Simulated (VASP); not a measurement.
VASP input:

File KPOINTS:
```
Automatic mesh
0
Gamma
7 7 3
0 0 0
```

### INCAR
```
ALGO  =  Normal
EDIFF  =  1E-6
EDIFFG  =  -0.02
ENCUT  =  520
GGA  =  PE
IBRION  =  2
ISIF  =  3
ISMEAR  =  0
LASPH  =  .True.
LCHARG  =  .False.
LMAXMIX  =  4
LREAL  =  .False.
LWAVE  =  .False.
NELM  =  100
NSW  =  60
PREC  =  Accurate
SIGMA  =  0.05
SYSTEM  =  SrO
```

**POSCAR**
```
SrO
1.0
  3.5953829370   0.0000000000   0.0000000000
 -1.7976914685   3.1136926154   0.0000000000
  0.0000000000   0.0000000000   6.3244144419
Sr O
2 2
Direct
  0.0000000000   1.0000000000   0.0000000000
  0.0000000000   1.0000000000   0.5000000000
  0.3333330000   0.6666670000   0.2500000000
  0.6666670000   0.3333330000   0.7500000000
```

POTCAR, in this order: Sr_sv O (PBE.64 set). Program: vasp_std.

### Question
Translate this PBE calculation to Quantum ESPRESSO's pw.x.

### Answer
One equivalent input (not run):
```
&CONTROL
  calculation = 'vc-relax'
  pseudo_dir = './pseudo'
  outdir = './out'
  tprnfor = .true.
  tstress = .true.
  nstep = 60
  forc_conv_thr = 0.00078
/
&SYSTEM
  ibrav = 0
  nat = 4
  ntyp = 2
  ecutwfc = 84
  occupations = 'smearing'
  smearing = 'gaussian'
  degauss = 0.003675
  input_dft = 'pbe'
/
&ELECTRONS
  conv_thr = 7.3e-08
  electron_maxstep = 100
/
&IONS
/
&CELL
/
ATOMIC_SPECIES
  Sr 87.620 Sr.upf
  O 15.999 O.upf
CELL_PARAMETERS angstrom
     3.5953829    0.0000000   -0.0000000
    -1.7976915    3.1136926    0.0000000
     0.0000000    0.0000000    6.3244144
ATOMIC_POSITIONS crystal
  Sr   0.0000000  1.0000000  0.0000000
  Sr   0.0000000  1.0000000  0.5000000
  O    0.3333330  0.6666670  0.2500000
  O    0.6666670  0.3333330  0.7500000
K_POINTS automatic
  7 7 3 0 0 0
```
The two are equivalent in intent, not identical: the potentials are each code's own (VASP's PAW set, PseudoDojo norm-conserving files in pw.x), so ENCUT and ecutwfc are chosen apart and not converted; conv_thr bounds pw.x's estimated SCF error, while EDIFF bounds the energy change between steps; forc_conv_thr acts on force components and is met together with etot_conv_thr.

The structure was generated: SrO was put into the NiAs type type (P6_3/mmc), which need not be its known phase. It was relaxed first, which changed the volume by -18 %. The start is the result of an earlier pass.
